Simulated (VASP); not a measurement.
An input for Quantum ESPRESSO's pw.x (written as the equivalent of a VASP run, and not itself run):

```
&CONTROL
  calculation = 'vc-relax'
  pseudo_dir = './pseudo'
  outdir = './out'
  tprnfor = .true.
  tstress = .true.
  nstep = 40
  forc_conv_thr = 0.00078
/
&SYSTEM
  ibrav = 0
  nat = 2
  ntyp = 2
  ecutwfc = 102
  occupations = 'smearing'
  smearing = 'gaussian'
  degauss = 0.003675
  input_dft = 'pbesol'
/
&ELECTRONS
  conv_thr = 7.3e-08
  electron_maxstep = 100
/
&IONS
/
&CELL
  press = 200
/
ATOMIC_SPECIES
  Cd 112.414 Cd.upf
  S 32.060 S.upf
CELL_PARAMETERS angstrom
     0.0000000    2.7270549    2.7270549
     2.7270549   -0.0000000    2.7270549
     2.7270549    2.7270549   -0.0000000
ATOMIC_POSITIONS crystal
  Cd   1.0000000  0.0000000  0.0000000
  S    0.2500000  0.2500000  0.2500000
K_POINTS automatic
  8 8 8 0 0 0
```

**Question.** Translate this input to VASP (INCAR, KPOINTS, POSCAR, choice of POTCAR).

**Answer.** This is not unique; one that fits is 
INCAR:
```
NSW  =  40   ! most ionic steps
NELM  =  100
LASPH  =  .TRUE.   ! aspherical one-centre terms
LCHARG  =  .FALSE.
SYSTEM  =  CdS
EDIFF  =  1E-6   ! SCF stop (eV)
ENCUT  =  500   ! plane-wave cut-off (eV)
LREAL  =  .FALSE.
LWAVE  =  .FALSE.
ALGO  =  Normal
EDIFFG  =  -0.02
GGA  =  PS   ! PBEsol
IBRION  =  2   ! conjugate gradients
ISIF  =  3
ISMEAR  =  0   ! Gaussian
PREC  =  Accurate
SIGMA  =  0.05   ! width (eV)
LMAXMIX  =  4
PSTRESS  =  200   ! kbar
```

POSCAR:
```
CdS
1
    0.0000000000     2.7270549019     2.7270549019
    2.7270549019    -0.0000000000     2.7270549019
    2.7270549019     2.7270549019    -0.0000000000
Cd S
1 1
Direct
  1.0000000000   0.0000000000   0.0000000000
  0.2500000000   0.2500000000   0.2500000000
```

File KPOINTS:
```
Automatic mesh
0
Gamma
8 8 8
0 0 0
```

POTCAR, in this order: Cd S (PBE.64 set). Program: vasp_std.

The two are equivalent in intent, not identical: the potentials are each code's own (VASP's PAW set, PseudoDojo norm-conserving files in pw.x), so ENCUT and ecutwfc are chosen apart and not converted; conv_thr bounds pw.x's estimated SCF error, while EDIFF bounds the energy change between steps; forc_conv_thr acts on force components and is met together with etot_conv_thr.

The compound is CdS in the zinc blende structure, a metastable form; wurtzite is the usual one. It was relaxed first under an external pressure of 20 GPa.
